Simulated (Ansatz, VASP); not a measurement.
**PtC: VASP beside Ansatz**

One calculation is typed for both programs; each brings its own data sets. How far apart do they land? The cell is generated by rule, not measured, and may not be a known phase. The cell is taken from a series of runs on this material, whose earlier steps may have relaxed, scaled, displaced or heated it; both programs get it as it stands.

Program: Ansatz 0.2.0. Level of theory: plane waves, with VASP 6.6.1 beside it; zone-centre phonons at PBEsol. Results are calculated unless marked as measured.

## (1) Starting point

Symmetry: F-43m, No. 216, cubic system. Conventional cell: a = 4.669 Å, b = 4.669 Å, c = 4.669 Å, α = 90.00°, β = 90.00°, γ = 90.00°. Nearest to Pt lie 4 C at 2.02 Å. C has 4 Pt at 2.02 Å nearest. Farther neighbours are not listed.

Structure file:

```xyz
2
Lattice="0.0000 2.3345 2.3345 2.3345 0.0000 2.3345 2.3345 2.3345 0.0000" Properties=species:S:1:pos:R:3 pbc="T T T"
Pt    2.3345    2.3345    2.3345
C     3.5018    3.5018    3.5018
```

## (2) VASP: zone-centre phonons, PBEsol, pair 1

Second derivatives magnify differences that forces hide, and they need a tight electronic threshold.

Lines of VASP's logs that name or quote its potential files are left out, and so is its time.

The input, INCAR:

```
SYSTEM = PtC
PREC = Accurate
ENCUT = 600
EDIFF = 1E-08
NELM = 120
ISMEAR = 1
SIGMA = 0.15
LREAL = .FALSE.
ALGO = Normal
GGA = PS
NBANDS = 13
LASPH = .TRUE.
LORBIT = 11
LWAVE = .FALSE.
LCHARG = .FALSE.
ISIF = 2
IBRION = 8
GGA_COMPAT = .FALSE.
KPAR = 2
```

The input, POSCAR:

```
PtC
1.0
    0.0000000000      2.3345306671      2.3345306671
    2.3345306671      0.0000000000      2.3345306671
    2.3345306671      2.3345306671      0.0000000000
Pt C
1 1
Direct
    0.5000000000      0.5000000000      0.5000000000
    0.7500000000      0.7500000000      0.7500000000
```

The input, KPOINTS:

```
Automatic mesh
0
Gamma
14 14 14
0 0 0
```

Potentials, in the order of the species: Pt and C (PBE family, release 64).

Command:

```sh
mpirun -np 2 vasp_std
```

Numbers of over 12 decimals in the logs are rounded to 6 here.

What it wrote:

```text
[banner, memory and clock lines left out]
running    2 mpi-ranks, on    1 nodes
 distrk:  each k-point on    1 cores,    2 groups
 distr:  one band on    1 cores,    1 groups

 POSCAR found type information on POSCAR PtC
 POSCAR found :  2 types and       2 ions
|                                                                             |
|               ----> ADVICE to this user running VASP <----                  |
|                                                                             |
|     You enforced a specific xc type in the INCAR file but a different       |
|     [... a line on the potential file left out ...]
|     I HOPE YOU KNOW WHAT YOU ARE DOING!                                     |
|                                                                             |

 LDA part: xc-table for (Slater+PW92), standard interpolation
 POSCAR, INCAR and KPOINTS ok, starting setup
 FFT: planning ... GRIDC
 FFT: planning ... GRID_SOFT
 FFT: planning ... GRID
 WAVECAR not read
 entering main loop
       N       E                     dE             d eps       ncg     rms          rms(c)
DAV:   1     0.645267641582E+02    0.64527E+02   -0.79161E+03  2704   0.114E+03
DAV:   2    -0.147715629946E+02   -0.79298E+02   -0.73019E+02  3229   0.221E+02
DAV:   3    -0.170080133860E+02   -0.22365E+01   -0.22209E+01  3149   0.377E+01
DAV:   4    -0.170202030037E+02   -0.12190E-01   -0.12188E-01  2959   0.323E+00
DAV:   5    -0.170203178431E+02   -0.11484E-03   -0.11484E-03  3199   0.318E-01    0.228E+01
DAV:   6    -0.151197728952E+02    0.19005E+01   -0.12199E+01  2789   0.291E+01    0.890E+00
DAV:   7    -0.148789502503E+02    0.24082E+00   -0.12749E+00  2724   0.104E+01    0.593E+00
DAV:   8    -0.148512603960E+02    0.27690E-01   -0.63346E-02  2844   0.199E+00    0.991E-01
DAV:   9    -0.148484701553E+02    0.27902E-02   -0.61387E-03  2819   0.660E-01    0.195E-01
DAV:  10    -0.148484548848E+02    0.15271E-04   -0.10039E-03  2984   0.234E-01    0.406E-02
DAV:  11    -0.148484582723E+02   -0.33875E-05   -0.16055E-05  2869   0.369E-02    0.769E-03
DAV:  12    -0.148484576918E+02    0.58046E-06   -0.11507E-06  2949   0.851E-03    0.450E-03
DAV:  13    -0.148484575684E+02    0.12337E-06   -0.27611E-07  2989   0.424E-03    0.446E-04
DAV:  14    -0.148484575691E+02   -0.63210E-09   -0.40175E-09  1672   0.588E-04
   1 F= -.14848458E+02 E0= -.14848537E+02  d E =0.239030E-03
 Linear response reoptimize wavefunctions to high precision
DAV:   1    -0.148484575715E+02   -0.24677E-08   -0.48929E-10  2052   0.215E-04
DAV:   2    -0.148484575715E+02   -0.10346E-10   -0.44159E-11  1407   0.578E-05
 Linear response DOF=           2
 Linear response progress:
  Degree of freedom:   1/  2
       N       E                     dE             d eps       ncg     rms          rms(c)
RMM:   1    -0.247907479776E+00   -0.24791E+00   -0.27497E-01 18737   0.356E+00
RMM:   2    -0.240161973273E+00    0.77455E-02   -0.70587E-03 16830   0.582E-01    0.273E-01
RMM:   3    -0.239507069720E+00    0.65490E-03   -0.53224E-04 18869   0.156E-01    0.163E-01
RMM:   4    -0.239675223291E+00   -0.16815E-03   -0.74845E-04 19103   0.165E-01    0.346E-02
RMM:   5    -0.239705681749E+00   -0.30458E-04   -0.45689E-05 18606   0.482E-02    0.862E-03
RMM:   6    -0.239704862112E+00    0.81964E-06   -0.32360E-06 20061   0.133E-02    0.244E-03
RMM:   7    -0.239671368572E+00    0.33494E-04    0.33830E-08 20455   0.247E-03    0.458E-04
RMM:   8    -0.239670441688E+00    0.92688E-06   -0.49466E-08 20626   0.627E-04    0.200E-04
RMM:   9    -0.239667162072E+00    0.32796E-05   -0.20868E-08 20575   0.319E-04    0.347E-05
RMM:  10    -0.239667268449E+00   -0.10638E-06    0.12330E-09 21079   0.524E-05    0.204E-05
RMM:  11    -0.239667435045E+00   -0.16660E-06   -0.12819E-08 20996   0.279E-05    0.483E-06
RMM:  12    -0.239667448893E+00   -0.13848E-07   -0.49858E-08 21541   0.151E-05    0.317E-06
RMM:  13    -0.239667430237E+00    0.18657E-07   -0.67463E-09 20058   0.722E-06    0.807E-07
RMM:  14    -0.239667425118E+00    0.51186E-08   -0.69261E-09 17737   0.376E-06    0.189E-07
 first order change of Fermi-energy   0.10725E-03
 force on displaced ion       1 direction 1 : -13.394   0.000   0.000
 Linear response progress:
  Degree of freedom:   2/  2
       N       E                     dE             d eps       ncg     rms          rms(c)
RMM:   1    -0.111800440881E+00   -0.11180E+00    0.90368E-02 25250   0.215E+00
RMM:   2    -0.110047291799E+00    0.17531E-02   -0.24822E-03 16913   0.406E-01    0.249E-01
RMM:   3    -0.110394777407E+00   -0.34749E-03   -0.21565E-04 17502   0.998E-02    0.132E-01
RMM:   4    -0.110920937845E+00   -0.52616E-03   -0.13360E-04 17086   0.751E-02    0.222E-02
RMM:   5    -0.110897491712E+00    0.23446E-04   -0.32519E-06 17978   0.145E-02    0.197E-03
RMM:   6    -0.110891309044E+00    0.61827E-05   -0.10471E-07 18228   0.186E-03    0.112E-03
RMM:   7    -0.110888272903E+00    0.30361E-05   -0.34339E-08 18485   0.545E-04    0.150E-04
RMM:   8    -0.110888533250E+00   -0.26035E-06   -0.43169E-09 18905   0.742E-05    0.849E-05
RMM:   9    -0.110888472876E+00    0.60374E-07    0.20227E-09 19315   0.211E-05    0.256E-05
RMM:  10    -0.110888435497E+00    0.37379E-07    0.13101E-09 19321   0.745E-06    0.252E-06
RMM:  11    -0.110888433603E+00    0.18948E-08   -0.26144E-09 15441   0.234E-06    0.435E-07
 first order change of Fermi-energy   0.38136E-04
 force on displaced ion       2 direction 1 : -13.390   0.000   0.000
 Linear response finished
```

Parts of OUTCAR (step 2):

```text
ion  position               nearest neighbor table
   1  0.500  0.500  0.500-   2 2.02   2 2.02   2 2.02   2 2.02
   2  0.750  0.750  0.750-   1 2.02   1 2.02   1 2.02   1 2.02

  LATTYP: Found a face centered cubic cell.
 ALAT       =     4.6690613342

 Subroutine GETGRP returns: Found 24 space group operations
 (whereof 24 operations were pure point group operations)

The static configuration has the point symmetry T_d .

 Found    104 irreducible k-points:

   k-points           NKPTS =    104   k-points in BZ     NKDIM =    104   number of bands    NBANDS=     13

   dimension x,y,z NGX =    28 NGY =   28 NGZ =   28
   dimension x,y,z NGXF=    56 NGYF=   56 NGZF=   56

   ENCUT  =  600.0 eV  44.10 Ry    6.64 a.u.   6.59  6.59  6.59*2*pi/ulx,y,z

   NELECT =      14.0000    total number of electrons

 k-points in reciprocal lattice and weights: Automatic mesh
   0.00000000  0.00000000  0.00000000       0.000
   0.07142857  0.00000000  0.00000000       0.003
   0.14285714  0.00000000  0.00000000       0.003
   0.21428571  0.00000000  0.00000000       0.003
   0.28571429  0.00000000  0.00000000       0.003
   0.35714286  0.00000000  0.00000000       0.003
   0.42857143  0.00000000  0.00000000       0.003
   0.50000000  0.00000000  0.00000000       0.001
   0.07142857  0.07142857  0.00000000       0.002
[...]
-0.28571429  0.42857143  0.21428571       0.009
  -0.28571429  0.50000000  0.21428571       0.004

 average (electrostatic) potential at core
       1 -66.5698       2 -47.6737

  Total        0.0541221      0.0541221      0.0541221      0.0000000      0.0000000     -0.0000000
  in kB        3.4076635      3.4076635      3.4076635      0.0000000      0.0000000     -0.0000000
  external PRESSURE =       3.4076635 kB  Pullay stress =       0.0000000 kB

  energy-cutoff  :      600.00
  volume of cell :       25.45
      direct lattice vectors                 reciprocal lattice vectors
     0.000000000  2.334530667  2.334530667    -0.214175811  0.214175811  0.214175811
     2.334530667  0.000000000  2.334530667     0.214175811 -0.214175811  0.214175811
     2.334530667  2.334530667  0.000000000     0.214175811  0.214175811 -0.214175811

 POSITION                                       TOTAL-FORCE (eV/Angst)
 -----------------------------------------------------------------------------------
      2.33453      2.33453      2.33453        -0.000000     -0.000000     -0.000000
      3.50180      3.50180      3.50180         0.000000      0.000000      0.000000
 -----------------------------------------------------------------------------------
    total drift:                                0.000000      0.000000      0.000000

 Eigenvectors and eigenvalues of the dynamical matrix
 ----------------------------------------------------

   1 f  =   17.006901 THz   106.857509 2PiTHz  567.289149 cm-1    70.334859 meV
             X         Y         Z           dx          dy          dz
      2.334531  2.334531  2.334531     0.000000    0.240865    0.000000
      3.501796  3.501796  3.501796     0.000000   -0.970559    0.000000

   2 f  =   17.006901 THz   106.857509 2PiTHz  567.289149 cm-1    70.334859 meV
             X         Y         Z           dx          dy          dz
      2.334531  2.334531  2.334531    -0.240865    0.000000    0.000000
      3.501796  3.501796  3.501796     0.970559    0.000000    0.000000

   3 f  =   17.006901 THz   106.857509 2PiTHz  567.289149 cm-1    70.334859 meV
             X         Y         Z           dx          dy          dz
      2.334531  2.334531  2.334531     0.000000    0.000000   -0.240865
      3.501796  3.501796  3.501796     0.000000    0.000000    0.970559

   4 f/i=    0.000625 THz     0.003925 2PiTHz    0.020835 cm-1     0.002583 meV
             X         Y         Z           dx          dy          dz
      2.334531  2.334531  2.334531     0.970559    0.000000    0.000000
      3.501796  3.501796  3.501796     0.240865    0.000000    0.000000

   5 f/i=    0.000625 THz     0.003925 2PiTHz    0.020835 cm-1     0.002583 meV
             X         Y         Z           dx          dy          dz
      2.334531  2.334531  2.334531     0.000000    0.000000    0.970559
      3.501796  3.501796  3.501796     0.000000    0.000000    0.240865

   6 f/i=    0.000625 THz     0.003925 2PiTHz    0.020835 cm-1     0.002583 meV
             X         Y         Z           dx          dy          dz
      2.334531  2.334531  2.334531     0.000000   -0.970559    0.000000
      3.501796  3.501796  3.501796     0.000000   -0.240865    0.000000

 ELASTIC MODULI CONTR FROM IONIC RELAXATION (kBar)
 Direction    XX          YY          ZZ          XY          YZ          ZX
 --------------------------------------------------------------------------------
 XX          -0.0000      0.0000      0.0000     -0.0000      0.0000     -0.0000
 YY           0.0000     -0.0000      0.0000     -0.0000     -0.0000      0.0000
 ZZ           0.0000      0.0000     -0.0000      0.0000     -0.0000     -0.0000
 XY          -0.0000     -0.0000      0.0000   -396.1334      0.0000      0.0000
 YZ           0.0000     -0.0000     -0.0000      0.0000   -396.1334      0.0000
 ZX          -0.0000      0.0000     -0.0000      0.0000     -0.0000   -396.1334
 --------------------------------------------------------------------------------
```

## (3) Ansatz: zone-centre phonons, PBEsol, pair 1

Ansatz runs on its default PAW (the set named soft_2) files.

The same cell, functional, mesh and smearing now go to Ansatz, which takes its cutoff from its data sets.

The input, input.yaml:

```yaml
crystal:
  lattice:
    - [0.0, 2.3345306671, 2.3345306671]
    - [2.3345306671, 0.0, 2.3345306671]
    - [2.3345306671, 2.3345306671, 0.0]
  atoms:
    - { symbol: Pt, position: [0.5, 0.5, 0.5] }
    - { symbol: C, position: [0.75, 0.75, 0.75] }
kpoints:
  mp_grid: { grid: [14, 14, 14] }
hamiltonian:
  xc: pbesol
scf:
  occupations: { method: methfessel_paxton, width: 0.15 }
output:
  eigenvalues: true
phonons:
  method: dfpt
```

Command:

```sh
ansatz run input.yaml --threads 4 --pin off --max-ram 7168MiB --backend cpu --events-out ev --progress --plain --runs-dir out
```

What it wrote:

```text
zone centre: on kpoints.mp_grid the ground state, and the responses unless they are solved on pairs of k-points, stand on 244 of the mesh's 2744 k-points, reduced under 8 symmetry operations, with k and −k counted as one. Each operation leaves every solved displacement unchanged or reverses it
Engine: ansatz 0.2.0, aarch64-unknown-linux-gnu
Pseudopotentials: kind: paw
Pseudopotential: Pt, paw, valence charge 18, recommended cutoff 420 eV (normal), Pt.paw.azcp
Pseudopotential: C, paw, valence charge 4, recommended cutoff 420 eV (normal), C.paw.azcp
Functional definition: PBEsol
  exchange = pbesol_x
  correlation = pbesol_c
Crystal: 2 atoms, lattice volume = 25.447 Å³
Basis set: ecut = 420 eV, 531 PW (Γ), exchange–correlation on 48×48×48 points (8 copies of the dense FFT grid, shifted against one another)
Bands: 15, of which v1, the nominal top of the filled ones, is band 11 counted from 1 (10 counted from 0)
Symmetry: 24 space group operations
k-points: 244 of 2744 (irreducible under 8 space group operations, time reversal used)
Non-local potential: Pt, projectors of the file, l = 0: 3, l = 1: 2, l = 2: 2, l = 3: 1
Non-local potential: C, projectors of the file, l = 0: 2, l = 1: 2, l = 2: 1
PAW form: soft (Blöchl's): semilocal exchange-correlation on the pseudo side does not see the compensation charge
PAW frozen core: Pt, regenerated for the run's functional, and the local potential with it (the file was generated under x = pbe(κ = 0.804, μ = 0.219515), c = pbe(β = 0.066725))
PAW frozen core: C, regenerated for the run's functional, and the local potential with it (the file was generated under x = pbe(κ = 0.804, μ = 0.219515), c = pbe(β = 0.066725))
PAW one-centre angular grid: Pt, 590 points (default); XC on 64 Gauss nodes
PAW one-centre angular grid: C, 110 points (default); XC on 64 Gauss nodes
Initial density: superposition of atomic densities (neutral atoms: chi_scale 0, normalization atom), corrected by the library's trained network
Initial wavefunctions: pseudopotential atomic-orbital guess
Functional: x = pbesol(κ = 0.804, μ = 0.123457), c = pbesol(β = 0.046)
SCF iter   1: F=—  HF=-12628.764329 eV  |F-HF|=—  |Δ(HF+E_count)|=         —  Δρ=1.05e-2  dr2=2.56e-2  ethr=1.77e-3  ⟨swp⟩=4.9  Hψ=16640  notcnv=0
preconditioner: auto → none  [metal: Δε(μ)=0.073 eV  Ē_g=11.298 eV  σ=0.150 eV  W_gap=0.40  n_scr=8 (ndim 8)  ℏωp=27.5 eV  f_vac=0.004  D(μ)=0.79/eV (n_scr^D=8)  sad-step TF]
SCF iter   2: F=—  HF=-12628.758694 eV  |F-HF|=—  |Δ(HF+E_count)|=   5.64e-3  S|Δr|=    0.00e0  Δρ=5.62e-3  dr2=8.02e-3  ethr=1.16e-4  ⟨swp⟩=1.0  Hψ=5626  notcnv=0
SCF iter   3: F=—  HF=-12628.756147 eV  |F-HF|=—  |Δ(HF+E_count)|=   2.55e-3  S|Δr|=    0.00e0  Δρ=4.52e-4  dr2=3.77e-5  ethr=3.64e-5  ⟨swp⟩=2.0  Hψ=5145  notcnv=0
SCF iter   4: F=—  HF=-12628.756157 eV  |F-HF|=—  |Δ(HF+E_count)|=   9.65e-6  S|Δr|=    0.00e0  Δρ=6.23e-5  dr2=5.10e-7  ethr=1.71e-7  ⟨swp⟩=2.6  Hψ=6149  notcnv=0
SCF iter   5: F=—  HF=-12628.756159 eV  |F-HF|=—  |Δ(HF+E_count)|=   1.95e-6  S|Δr|=    0.00e0  Δρ=8.05e-6  dr2=7.23e-9  ethr=2.32e-9  ⟨swp⟩=2.7  Hψ=6360  notcnv=0
SCF iter   6: F=—  HF=-12628.756159 eV  |F-HF|=—  |Δ(HF+E_count)|=   5.60e-9  S|Δr|=    0.00e0  Δρ=4.68e-7  dr2=2.40e-11  ethr=3.29e-11  ⟨swp⟩=2.0  Hψ=5221  notcnv=0
SCF iter   7: F=-12628.756159 eV  HF=-12628.756159 eV  |F-HF|=3.64e-12  |Δ(HF+E_count)|=  9.09e-12  S|Δr|=    0.00e0  Δρ=6.02e-8  dr2=3.63e-13  ethr=1.00e-12  ⟨swp⟩=5.8  Hψ=15194  notcnv=0
SCF 1 converged in 7 iterations: F = -12628.756159 eV  dr2 = 3.63e-13
  greatest PAW one-centre occupation: 1.000 electrons in one spin orbital (limit 2), on the Pt atom at site 0 (counted from 0), in its partial waves of l = 0
DFPT response loops at Γ: preconditioner auto → Kerker (q_TF=auto, 2.663 Å⁻¹) (partly filled bands, converged f_vac=0.001); β = 1.00, the filter's whole step (`scf.mixing.beta` (0.50) is not read by the response loops under this deck's `scf.mixing.preconditioner`; to damp them name `kerker` or `kerker_dos`, under which they read `scf.mixing.beta`, and type it under 1.00, their step now; both keys bind the ground state too); Broyden in place of MSR1
SCF converged after 7 iterations
Stability not checked: this state was not tested for a lower state beside it, because cold or Methfessel-Paxton smearing, or corrected tetrahedra, fill the levels in a way that the test cannot read (fill_not_monotonic; see scf.lower_state_search)
Free energy (F): -12628.756159 eV
Harris-Foulkes:  -12628.756159 eV  (|F-HF|=3.64e-12)
Internal energy: -12628.756391 eV  (E = F + TS)
E sigma→0 (E₀):  -12628.756217 eV
Entropy (-TS):   0.000233 eV (0.116 meV/atom)
Fermi energy:    16.842055 eV
--- Per-component energies (eV) ---
  E_band       = -239.860955
  E_kinetic    = 722.459076
  E_local      = -2027.500391  (includes V_loc(G=0)·N_el)
  E_nonlocal   = 228.628610
  E_hartree    = 747.305104
  E_xc         = -307.194061
  E_vxc        = -360.610117  (∫ρ·V_xc dr)
  E_paw        = -9410.896546  (= ΣΔE_a)
  E_vpaw       = -297.448522  (= ΣTr[D̂ρ^β])
  E_aug_tail   = 0.000177  (compensation charges beyond the density's cutoff)
  E_ewald      = -2581.866443
  E_core_change = 0.308082  (= ΣΔE_core)
  E_smearing   = 0.000233  (= −TS)
  E_closure    = 0.000000  (closes the sum)
  Σ components = -12628.756159   (vs F -12628.756159, Δ=0.00e0)
--- Band table (eV; the first three rows and the last of 244) ---
  k-point 0: bands = [... 7 lower, 9.3020, 12.8360, 12.8360, 19.6886, 21.6356, 21.6356, 21.6356, 29.2498]
  k-point 1: bands = [... 7 lower, 9.3453, 12.8156, 12.8156, 19.8492, 21.4082, 21.5752, 21.5752, 28.5472]
  k-point 2: bands = [... 7 lower, 9.4626, 12.7755, 12.7755, 19.9959, 21.0345, 21.3741, 21.3741, 27.2396]
  k-point 243: bands = [... 7 lower, 11.1493, 12.9294, 13.7232, 14.2513, 16.0428, 18.0003, 26.2933, 27.2445]
--- Phonons (Γ-DFPT): 2 representative perturbations + reference, on 244 of 2744 k-points (Σ response iterations 7) ---
  k mesh reduced under 8 symmetry operations, with k and −k counted as one. Each operation leaves every solved displacement unchanged or reverses it
  ASR residual: 1.207e-5 → 0.000e0 eV/Å²; symmetrization residual: 1.173e-6 eV/Å²
  ASR residual per site (eV/Å²): 1.21e-5 4.98e-6
  Γ frequencies (cm⁻¹): 0.00 0.00 0.00 560.36 560.36 560.36
  non-analytic LO–TO correction: not included (Born effective charges unavailable; polar crystals: no LO–TO splitting at Γ)
```

Reading the cycles: dr2 is the Hartree energy of the density residual (eV), the measure of convergence; HF is the Harris–Foulkes estimate of the energy, which meets the free energy F at convergence.

## (4) Differences

Known differences besides the potentials themselves: the data sets hold 22 valence electrons in Ansatz (on its default PAW (the set named soft_2) files) and 14 in VASP; the cutoff is 420 eV in Ansatz and 600 eV in VASP; Ansatz makes its cores anew for this functional, VASP keeps those of its PBE data sets. Total energies have different zeros and are not compared.

Both answers:

| quantity | Ansatz | VASP | difference |
| --- | --- | --- | --- |
| optical mode 1 to 3 (cm⁻¹) | 560.4 | 567.3 | -1.22 % |

Modes are paired by rising frequency, not by their patterns, so a pair may set unlike modes beside each other; they are those without the splitting of longitudinal modes.

[end of part 1 of 2]

[Lines on the potential files, build, host, timing and source positions are cut from VASP's logs without a mark.]

[Logs are printed without paths, hosts, clocks, repeated set-up lines and the standing remarks that a program may print on its own settings, such as how far it seeks lower states.]

[Hosts, paths, dates, database ids (printed as entryN), source tags and the programs' standing remarks are cut or masked in the printed files.]
